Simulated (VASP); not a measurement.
Write the native input for VASP 6.6.1 that does the following.

```yaml
Task: relaxation of cell and atoms
Functional: PBE
Potentials_or_basis: VASP PAW PBE potentials, release 64 (Sb, Bi_d, S)
Cutoff: 520 eV
k_mesh: 6 × 6 × 6
Occupations: gaussian, width 0.03 eV
Spin: no spin polarisation
Further_INCAR_settings: ALGO = Normal; EDIFF = 1e-06; IBRION = 2; EDIFFG = -0.01; NSW = 90; ISIF = 3
```

The structure of BiSbS4 lies in POSCAR:

```
BiSbS4
1.0
   -3.2330000000      3.2330000000      4.7930000000
    3.2330000000     -3.2330000000      4.7930000000
    3.2330000000      3.2330000000     -4.7930000000
Sb Bi S
1 1 4
Direct
    0.0000000000      0.0000000000      0.0000000000
    0.2500000000      0.7500000000      0.5000000000
    0.0678620700      0.1085363700      0.4384472600
    0.6700891100      0.6294148100      0.5615527400
    0.3705851900      0.9321379300      0.0406743000
    0.8914636300      0.3299108900      0.9593257000
```

The cell was built by a generator and needn't be a form met in nature.

These files were run (other wordings do the same):

INCAR

```
ALGO = Normal
EDIFF = 1E-6
EDIFFG = -0.01
ENCUT = 520
GGA = PE
IBRION = 2
ISIF = 3
ISMEAR = 0
KPAR = 4
LASPH = True
LCHARG = False
LREAL = False
LWAVE = False
NELM = 120
NSW = 90
PREC = Accurate
SIGMA = 0.03
```

KPOINTS

```
k-points
0
Gamma
  6 6 6
```

Potentials or basis: VASP PAW PBE potentials, release 64 (Sb, Bi_d, S).

Run with:

```bash
$ cat potpaw_PBE.64/Sb/POTCAR potpaw_PBE.64/Bi_d/POTCAR potpaw_PBE.64/S/POTCAR > POTCAR
$ mpirun -np 4 vasp_std > vasp.out
```

It gave:

The relaxed volume is 34.51 Å³/atom and the relaxed cell is a = 6.707 Å, b = 6.707 Å, c = 6.707 Å, α = 121.85°, β = 121.85°, γ = 86.83°. The space group after relaxing (to 0.05 Å) is I-4 (No. 82) and the energy gained by relaxing is 0.9 meV/atom. The ionic steps are 20. The pressure after relaxing is 0.0 GPa, the largest force after relaxing is 0.010 eV/Å and the band gap on the k mesh is 1.43 eV, indirect (least direct gap 1.74 eV).

Caveat: spin-orbit coupling is left out, which as a rule narrows the gap of such compounds by several tenths of an eV.

Run time: 8.7 min on 4 MPI ranks on AMD EPYC 9R45 (Zen 5) (shared host), peak memory 0.47 GiB a rank.
